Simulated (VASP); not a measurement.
Calculation: RPBE GGA, VASP's PBE PAW potentials (set 64) (plane waves; VASP 6.6.1).

The input files of a VASP run:

File POSCAR:
```
AuAl2
6.2132310
  0.0000000000   0.5000000213   0.5000000213
  0.5000000213   0.0000000000   0.5000000213
  0.5000000213   0.5000000213   0.0000000000
Al Au
2 1
Cart
  0.2500000106   0.2500000106   0.2500000106
  0.7500000319   0.7500000319   0.7500000319
  0.0000000000   0.0000000000   0.0000000000
```

**KPOINTS**
```
kpoints
0
Gamma
9 9 9
0 0 0
```

INCAR:
```
! general
SYSTEM  = AuAl2
PREC    = Accurate
ENCUT   = 520
LREAL   = .False.   ! projection in real space or not
LASPH   = .True.   ! aspherical one-centre terms

! electronic loop
EDIFF   = 1E-7   ! SCF stop (eV)
NELM    = 100   ! most electronic steps
ALGO    = Normal
LMAXMIX = 6   ! l cut-off of mixed one-centre charges

! smearing
ISMEAR  = 1
SIGMA   = 0.1   ! width (eV)

! functional
GGA     = RP

! ions
ISIF    = 2   ! forces and stress, cell fixed

! output
LWAVE   = .False.
LCHARG  = .False.
```

POTCAR, in this order: Al Au (PBE.64 set). Program: vasp_std.

The run wrote:

**OSZICAR**
```
       N       E                     dE             d eps       ncg     rms          rms(c)
DAV:   1     0.611019884666E+02    0.61102E+02   -0.69235E+03   856   0.116E+03
DAV:   2    -0.987079468346E+01   -0.70973E+02   -0.64325E+02   960   0.193E+02
DAV:   3    -0.118415717753E+02   -0.19708E+01   -0.19159E+01  1060   0.323E+01
DAV:   4    -0.118619068474E+02   -0.20335E-01   -0.20261E-01   996   0.364E+00
DAV:   5    -0.118621887056E+02   -0.28186E-03   -0.28185E-03  1064   0.482E-01    0.800E+00
DAV:   6    -0.109271569726E+02    0.93503E+00   -0.55692E+00   956   0.262E+01    0.428E+00
DAV:   7    -0.108622930396E+02    0.64864E-01   -0.27547E-01   888   0.621E+00    0.189E+00
DAV:   8    -0.108423763420E+02    0.19917E-01   -0.31908E-02   972   0.141E+00    0.415E-01
DAV:   9    -0.108417359957E+02    0.64035E-03   -0.47269E-03   948   0.819E-01    0.205E-01
DAV:  10    -0.108420555136E+02   -0.31952E-03   -0.52672E-04   908   0.170E-01    0.366E-02
DAV:  11    -0.108420618252E+02   -0.63116E-05   -0.13436E-05  1028   0.292E-02    0.153E-02
DAV:  12    -0.108420753608E+02   -0.13536E-04   -0.34164E-05   884   0.365E-02    0.607E-03
DAV:  13    -0.108420754174E+02   -0.56573E-07   -0.64424E-07  1032   0.798E-03
   1 F= -.10842075E+02 E0= -.10841199E+02  d E =-.263041E-02
```

OUTCAR:
```
------------------------ aborting loop because EDIFF is reached ----------------------------------------
  FORCE on cell =-STRESS in cart. coord.  units (eV):
  Direction    XX          YY          ZZ          XY          YZ          ZX
  --------------------------------------------------------------------------------------
  Total       -1.9069455     -1.9069455     -1.9069455      0.0000000     -0.0000000      0.0000000
  in kB      -50.9514212    -50.9514212    -50.9514212      0.0000000     -0.0000000      0.0000000
  external PRESSURE =     -50.9514212 kB  Pullay stress =       0.0000000 kB
  volume of cell :       59.96
      direct lattice vectors                 reciprocal lattice vectors
     0.000000000  3.106615632  3.106615632    -0.160946850  0.160946850  0.160946850
     3.106615632  0.000000000  3.106615632     0.160946850 -0.160946850  0.160946850
     3.106615632  3.106615632  0.000000000     0.160946850  0.160946850 -0.160946850
 POSITION                                       TOTAL-FORCE (eV/Angst)
 -----------------------------------------------------------------------------------
      1.55331      1.55331      1.55331         0.000000      0.000000      0.000000
      4.65992      4.65992      4.65992         0.000000     -0.000000     -0.000000
      0.00000      0.00000      0.00000        -0.000000      0.000000     -0.000000
 -----------------------------------------------------------------------------------
    total drift:                               -0.000000      0.000000      0.000000
  FREE ENERGIE OF THE ION-ELECTRON SYSTEM (eV)
  ---------------------------------------------------
  free  energy   TOTEN  =       -10.8420754174 eV

  energy  without entropy=      -10.8394450045  energy(sigma->0) =      -10.84119861
```
(Selected blocks of OUTCAR.)

The compound is AuAl2 in the fluorite structure. This cell is one point of a volume scan, at 1.06 of the reference volume. The electron count is odd and the run is not spin-polarised, which forces a metal.
